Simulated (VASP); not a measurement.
A cell of Ni₃Fe (L1_2) near equilibrium:

```
CELL_PARAMETERS angstrom
      3.51007     0.00000     0.00000
      0.00000     3.51007     0.00000
      0.00000     0.00000     3.51007
ATOMIC_POSITIONS crystal
  Fe 0.00000 0.00000 0.00000
  Ni 0.00000 0.50000 0.50000
  Ni 0.50000 0.00000 0.50000
  Ni 0.50000 0.50000 0.00000
```
Starting moments (μB, in the order of the record's atoms Fe Ni Ni Ni): 3.2 0.7 0.7 0.7.

Computed with r2SCAN meta-GGA, VASP's PBE PAW potentials (set 64) (plane waves; VASP).

| run | ΔE (meV/atom) | σxx | σyy | σzz | largest shear component, with its sign (GPa) | largest force (eV/Å) | moment (μB) |
|---|---|---|---|---|---|---|---|
| as it is | 0.0 | 0.63 | 0.63 | 0.63 | 0.00 | 0.000 | 5.24 |
| after one change | 29.2 | 1.83 | 1.98 | 1.83 | 0.00 | 1.556 | 5.21 |
Stress is in GPa, positive when the cell is compressed.

Question: Which change was made?
A. atom 3 (Ni) moved by 0.150 Å along y
B. isotropic strain of -0.5 %
C. isotropic strain of +0.5 %
D. biaxial strain of -4.0 % in the xz plane

Answer: A, atom 3 (Ni) moved by 0.150 Å along y

The compound is Ni3Fe in the L1_2 structure. The spin order is the one that the start imposed; others were not tried in this run.
